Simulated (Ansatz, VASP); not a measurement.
## One calculation of Na2HgSe2, two programs

```
CELL_PARAMETERS angstrom
4.77133 0.00000 0.00000
-2.38566 4.13209 0.00000
0.00000 0.00000 7.76177
ATOMIC_POSITIONS crystal
Na 0.33333 0.66667 0.00000
Na 0.66667 0.33333 0.00000
Hg 0.00000 0.00000 0.50000
Se 0.00000 0.00000 0.23922
Se 0.00000 0.00000 0.76078
```

Alike in both runs: task single point; functional PBE; k mesh 6 × 6 × 2; occupations gaussian, width 0.1 eV; no spin polarisation.

|  | VASP | Ansatz |
| --- | --- | --- |
| version | VASP 6.6.1 | Ansatz 0.2.0 |
| potentials or method | VASP PAW PBE potentials, release 64 (Na_pv, Hg, Se) | scalar-relativistic, plane waves, PAW |
| plane-wave cutoff (eV) | 520 | 420 |
| valence electrons in the cell | 38 | 70 |

```csv
,VASP,Ansatz,Ansatz less VASP
gap on the k mesh at the Fermi level (eV),1.04,1.04,-0.005
least direct gap on the mesh (eV),1.04,1.04,-0.005
pressure (GPa),17.7,17.0,-0.76
largest component of the traceless stress (GPa),35.09,33.58,-1.505
rms of the force components (eV/Å),5.165,4.968,-0.1972
```

Atom by atom the forces differ by 0.197 eV/Å (rms over components). The two sets of potentials don't hold the same shells in valence.

Caveats: so large a pressure means that the cell lies far from this level's equilibrium, or that cutoff or potentials fall short (VASP); spin-orbit coupling is left out, which moves the levels of the heavy elements; forces of over 1 eV/Å show positions far from the minimum, so gaps and moduli don't describe the material at rest. A k mesh can miss the band edges.
